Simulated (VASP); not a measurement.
Input:

```xyz
2
Lattice="-2.9150 2.9150 1.5900 2.9150 -2.9150 1.5900 2.9150 2.9150 -1.5900" Properties=species:S:1:pos:R:3 pbc="T T T"
Sn     2.9150     0.0000     0.7950
Sn     0.0000     0.0000     0.0000
```

These are PBE GGA, VASP's PBE PAW potentials (set 64) (plane waves; VASP) values and carry that method's errors. Settings: 300 eV cut-off, 8×8×8 Γ-centred mesh, Gaussian smearing of 0.10 eV, potentials Sn_d.

At this cut-off the stress carries a Pulay error, which pulls relaxed volumes low.

### Question
Give the stress tensor in GPa (positive for a compressed cell).

### Answer

```
1.71  0.00  0.00
0.00  1.71  0.00
0.00  0.00  3.24
```
The pressure is its mean diagonal, 2.22 GPa.

The structure is a typed Sn crystal (I4_1/amd). The cell was not relaxed at this level.
